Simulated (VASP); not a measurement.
Consider the following.

```
CoTi
1.0
    2.92961     0.00000     0.00000
    0.00000     2.92961     0.00000
    0.00000     0.00000     2.92961
Ti Co
1 1
Direct
  0.00000   0.00000   0.00000
  0.50000   0.50000   0.50000
```

Level of theory: PBEsol GGA, VASP's PBE PAW potentials (set 64) (plane waves; VASP 6.6.1). Run with 500 eV cut-off, 12×12×12 Γ-centred mesh, first-order Methfessel-Paxton smearing of 0.10 eV, potentials Ti_sv Co.

Energy and stress use the plane-wave basis of the starting cell.

**Question.** The ions, cell shape and volume at an external pressure of 5.0 GPa are relaxed. What does this cell relax into?

**Answer.** 
```
CoTi
1.0
    2.90608     0.00000     0.00000
    0.00000     2.90608     0.00000
    0.00000     0.00000     2.90608
Ti Co
1 1
Cartesian
  0.00000   0.00000   0.00000
  1.45304   1.45304   1.45304
```
Space group Pm-3m (221), at a tolerance of 0.03 Å.

**Question.** How do energy and volume change from the first to the last step?

**Answer.** The energy (σ→0) changes by +4.6 meV/atom and the volume by -2.4 %, in 3 ionic steps.

The compound is TiCo in the CsCl type structure. This run relaxes it under an external pressure of 5 GPa. Symmetry was kept, so distortions that lower it aren't found. The run is not spin-polarised, so no magnetic state was tried. The electron count is odd and the run is not spin-polarised, which forces a metal.
